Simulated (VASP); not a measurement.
Here is the system:

```xyz
2
Lattice="2.8263 0.0000 0.0000 0.0000 2.8263 0.0000 0.0000 0.0000 2.8263" Properties=species:S:1:pos:R:3 pbc="T T T"
Al     1.4131     1.4131     1.4131
Co     0.0000     0.0000     0.0000
```

All values below come from PBE GGA, VASP's PBE PAW potentials (set 64) (plane waves; VASP). Numerical set-up: 500 eV cut-off, 13×13×13 Γ-centred mesh, first-order Methfessel-Paxton smearing of 0.10 eV, potentials Al Co.

Question: Estimate the energy per atom (σ→0), pressure, band gap (on the k-mesh) with the smallest direct gap where there is one.

Answer: 
| Property | Value |
|---|---|
| band gap (on the k-mesh) | none (metal, semimetal or under 0.01 eV) |
| energy per atom (σ→0) | -5.990 eV/atom |
| pressure | 5.04 GPa |

Total energies compare only between runs with the same potentials, cut-off and functional.

The compound is CoAl in the CsCl type structure. It was relaxed first under an external pressure of 5 GPa. The run is not spin-polarised, so no magnetic state was tried.
